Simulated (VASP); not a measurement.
Calculation: revPBE GGA, VASP's PBE PAW potentials (set 64) (plane waves; VASP).

The input files of a VASP run:

**KPOINTS**
```
kpoints
0
G
 9 9 9
0 0 0
```

### INCAR
```
SYSTEM  =  Sr
PREC  =  Accurate; ENCUT  =  520; LREAL  =  .False.
LASPH  =  .True.
EDIFF  =  1E-6; NELM  =  100; ALGO  =  Normal
LMAXMIX  =  4
ISMEAR  =  1; SIGMA  =  0.1
GGA  =  RE
IBRION  =  2; NSW  =  60; ISIF  =  3
EDIFFG  =  -0.01
LWAVE  =  .False.; LCHARG  =  .False.
```

### POSCAR
```
Sr
1
   -0.0000000000     3.0673860346     3.0673860346
    3.0673860346    -0.0000000000     3.0673860346
    3.0673860346     3.0673860346    -0.0000000000
Sr
1
Direct
  0.0000000000   0.0000000000   0.0000000000
```

POTCAR, in this order: Sr_sv (PBE.64 set). Program: vasp_std.

The run wrote:

File OSZICAR:
```
       N       E                     dE             d eps       ncg     rms          rms(c)
DAV:   1     0.401564176172E+02    0.40156E+02   -0.46726E+03   630   0.938E+02
DAV:   2     0.602589647257E+00   -0.39554E+02   -0.38953E+02   667   0.165E+02
DAV:   3    -0.137425714697E+01   -0.19768E+01   -0.19684E+01   955   0.300E+01
DAV:   4    -0.146370872466E+01   -0.89452E-01   -0.89425E-01   897   0.540E+00
DAV:   5    -0.146495258175E+01   -0.12439E-02   -0.12437E-02  1006   0.542E-01    0.105E+01
DAV:   6    -0.147101606677E+01   -0.60635E-02   -0.98359E-03   795   0.132E+00    0.589E+00
DAV:   7    -0.147579376797E+01   -0.47777E-02   -0.16766E-02   687   0.175E+00    0.371E-01
DAV:   8    -0.147591796234E+01   -0.12419E-03   -0.19968E-03   845   0.359E-01    0.164E-01
DAV:   9    -0.147595259411E+01   -0.34632E-04   -0.12797E-04   805   0.114E-01    0.396E-02
DAV:  10    -0.147597165064E+01   -0.19057E-04   -0.26390E-05   795   0.448E-02    0.475E-02
DAV:  11    -0.147597014055E+01    0.15101E-05   -0.24015E-06   819   0.146E-02    0.405E-03
DAV:  12    -0.147596971553E+01    0.42502E-06   -0.14043E-07   381   0.289E-03
   1 F= -.14759697E+01 E0= -.14755668E+01  d E =-.147597E+01
       N       E                     dE             d eps       ncg     rms          rms(c)
DAV:   1    -0.147727320067E+01   -0.13031E-02   -0.31718E-02   727   0.149E+00    0.266E-01
DAV:   2    -0.147634003192E+01    0.93317E-03   -0.26245E-03   695   0.506E-01    0.111E-01
DAV:   3    -0.147598450723E+01    0.35552E-03   -0.14358E-03   932   0.242E-01    0.711E-02
DAV:   4    -0.147602868232E+01   -0.44175E-04   -0.54734E-05   952   0.526E-02    0.437E-02
DAV:   5    -0.147606707118E+01   -0.38389E-04   -0.13183E-04   947   0.691E-02    0.134E-02
DAV:   6    -0.147606635085E+01    0.72032E-06   -0.10286E-06   501   0.840E-03
   2 F= -.14760664E+01 E0= -.14757033E+01  d E =-.966353E-04
       N       E                     dE             d eps       ncg     rms          rms(c)
DAV:   1    -0.147620526881E+01   -0.13820E-03   -0.32203E-03   741   0.469E-01    0.855E-02
DAV:   2    -0.147610754743E+01    0.97721E-04   -0.25755E-04   697   0.157E-01    0.351E-02
DAV:   3    -0.147607064099E+01    0.36906E-04   -0.15504E-04   927   0.785E-02    0.231E-02
DAV:   4    -0.147607631116E+01   -0.56702E-05   -0.49309E-06   678   0.167E-02    0.145E-02
DAV:   5    -0.147608228492E+01   -0.59738E-05   -0.14018E-05   915   0.218E-02    0.591E-03
DAV:   6    -0.147608197021E+01    0.31471E-06   -0.10049E-07   330   0.294E-03
   3 F= -.14760820E+01 E0= -.14757318E+01  d E =-.112255E-03
```

**OUTCAR**
```
------------------------ aborting loop because EDIFF is reached ----------------------------------------
  FORCE on cell =-STRESS in cart. coord.  units (eV):
  Direction    XX          YY          ZZ          XY          YZ          ZX
  --------------------------------------------------------------------------------------
  Total       -0.0076927     -0.0076927     -0.0076927      0.0000000     -0.0000000      0.0000000
  in kB       -0.2147561     -0.2147561     -0.2147561      0.0000000     -0.0000000      0.0000000
  external PRESSURE =      -0.2147561 kB  Pullay stress =       0.0000000 kB
  volume of cell :       57.39
      direct lattice vectors                 reciprocal lattice vectors
     0.000000000  3.061521757  3.061521757    -0.163317474  0.163317474  0.163317474
     3.061521757  0.000000000  3.061521757     0.163317474 -0.163317474  0.163317474
     3.061521757  3.061521757  0.000000000     0.163317474  0.163317474 -0.163317474
 POSITION                                       TOTAL-FORCE (eV/Angst)
 -----------------------------------------------------------------------------------
      0.00000      0.00000      0.00000         0.000000     -0.000000      0.000000
 -----------------------------------------------------------------------------------
    total drift:                               -0.000000     -0.000000      0.000000
  FREE ENERGIE OF THE ION-ELECTRON SYSTEM (eV)
  ---------------------------------------------------
  free  energy   TOTEN  =        -1.4760819702 eV

  energy  without entropy=       -1.4750313591  energy(sigma->0) =       -1.47573177

 reached required accuracy - stopping structural energy minimisation
```
(Selected blocks of OUTCAR.)

### CONTCAR
```
Sr
   1.00000000000000
     0.0000000000000000    3.0615217566053681    3.0615217566053681
     3.0615217566053681    0.0000000000000000    3.0615217566053681
     3.0615217566053681    3.0615217566053681    0.0000000000000000
  Sr
     1
Direct
     0.0000000000000000    0.0000000000000000    0.0000000000000000
```

The compound is Sr in the fcc structure. This run relaxes it. Symmetry was kept, so distortions that lower it aren't found. The start is the result of an earlier pass.
